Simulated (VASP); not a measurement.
Consider the following.

```
CELL_PARAMETERS angstrom
      1.89270    -3.27825     0.00000
      1.89270     3.27825     0.00000
      0.00000     0.00000     6.04273
ATOMIC_POSITIONS crystal
  Sn 0.00000 0.00000 0.00000
  Se 0.33333 0.66667 0.25877
  Se 0.66667 0.33333 0.74123
```

Computed with rev-vdW-DF2, VASP's PBE PAW potentials (set 64) (plane waves; VASP). Numerical set-up: 520 eV cut-off, 7×7×4 Γ-centred mesh, Gaussian smearing of 0.050 eV, potentials Sn_d Se.

### Question
The ions and cell shape at fixed volume are relaxed. Give the cell that the relaxation ends in.

### Answer

```
CELL_PARAMETERS angstrom
      1.92209    -3.32916     0.00000
      1.92209     3.32916     0.00000
      0.00000     0.00000     5.85931
ATOMIC_POSITIONS crystal
  Sn 0.00000 0.00000 0.00000
  Se 0.33333 0.66667 0.27259
  Se 0.66667 0.33333 0.72741
```
Space group P-3m1 (164), at a tolerance of 0.03 Å.

### Question
How much energy does the relaxation gain?

### Answer
The energy (σ→0) changes by -15.2 meV/atom, in 8 ionic steps.

```json
[
 {"step": "1", "E(σ→0) (eV)": "-6.1679", "max force (eV/Å)": "0.577", "pressure (GPa)": "4.46", "volume (Å³)": "74.99"},
 {"step": "2", "E(σ→0) (eV)": "-6.1919", "max force (eV/Å)": "0.284", "pressure (GPa)": "3.42", "volume (Å³)": "74.99"},
 {"step": "3", "E(σ→0) (eV)": "-6.2000", "max force (eV/Å)": "0.007", "pressure (GPa)": "2.41", "volume (Å³)": "74.99"},
 {"step": "4", "E(σ→0) (eV)": "-6.2090", "max force (eV/Å)": "0.004", "pressure (GPa)": "2.11", "volume (Å³)": "74.99"},
 {"step": "5", "E(σ→0) (eV)": "-6.2135", "max force (eV/Å)": "0.017", "pressure (GPa)": "1.76", "volume (Å³)": "74.99"},
 {"step": "6", "E(σ→0) (eV)": "-6.2135", "max force (eV/Å)": "0.018", "pressure (GPa)": "1.74", "volume (Å³)": "74.99"},
 {"step": "7", "E(σ→0) (eV)": "-6.2135", "max force (eV/Å)": "0.018", "pressure (GPa)": "1.73", "volume (Å³)": "74.99"},
 {"step": "8", "E(σ→0) (eV)": "-6.2135", "max force (eV/Å)": "0.000", "pressure (GPa)": "1.67", "volume (Å³)": "74.99"}
]
```

The compound is SnSe2 in the 1T layered structure. This cell is one point of a volume scan, at 0.94 of the reference volume. Symmetry was kept, so distortions that lower it aren't found.
